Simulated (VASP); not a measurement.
Input of a VASP 6.6.1 run:

File INCAR:

```
SYSTEM = NaLi3H3
PREC = Accurate
ENCUT = 520
EDIFF = 1E-6
ISMEAR = -1
SIGMA = 0.1
LREAL = .False.
LASPH = .True.
NELM = 100
ALGO = Fast
ISIF = 2
LWAVE = .False.
LCHARG = .False.
LDIPOL = .True.
IDIPOL = 3
DIPOL = 0.5 0.5 0.473
GGA = PE
IVDW = 13
NBANDS = 18
```

File KPOINTS:

```
Automatic mesh
0
Gamma
  5 5 1
  0 0 0
```

Contents of POSCAR:

```
NaLi3H3
1.0
    2.8803990000      0.0000000000      0.0000000000
    0.0000000000      2.8803990000      0.0000000000
    0.0000000000      0.0000000000     19.0734993308
Li H Na
3 3 1
Direct
    0.0000000000      0.0000000000      0.3250583384
    0.5000000000      0.5000000000      0.4318426065
    0.0000000000      1.0000000000      0.5386268745
    0.5000000000      0.5000000000      0.3250583384
    0.0000000000      0.0000000000      0.4318426065
    0.5000000000      0.5000000000      0.5386268745
    0.0000000000      1.0000000000      0.7229024042
```

Potentials or basis: VASP PAW PBE potentials, release 64 (Li_sv, H, Na_pv).

Run with:

```bash
$ cat potpaw_PBE.64/Li_sv/POTCAR potpaw_PBE.64/H/POTCAR potpaw_PBE.64/Na_pv/POTCAR > POTCAR
$ mpirun -np 1 vasp_std > vasp.out
```

Task: Estimate the largest force.

Result: 0.239 eV/Å.

Task: Predict the band gap on the k mesh.

Result: None (metal or under the smearing width).

Forces in eV/Å, atoms in the order of the input:
```
Li   0.000  0.000  0.223
Li   0.000  0.000 -0.023
Li   0.000  0.000 -0.239
H    0.000  0.000 -0.050
H    0.000  0.000  0.008
H    0.000  0.000  0.075
Na   0.000  0.000  0.004
```

Caveat: the k mesh is coarse (spacing up to 0.44 Å⁻¹), so the values aren't converged.
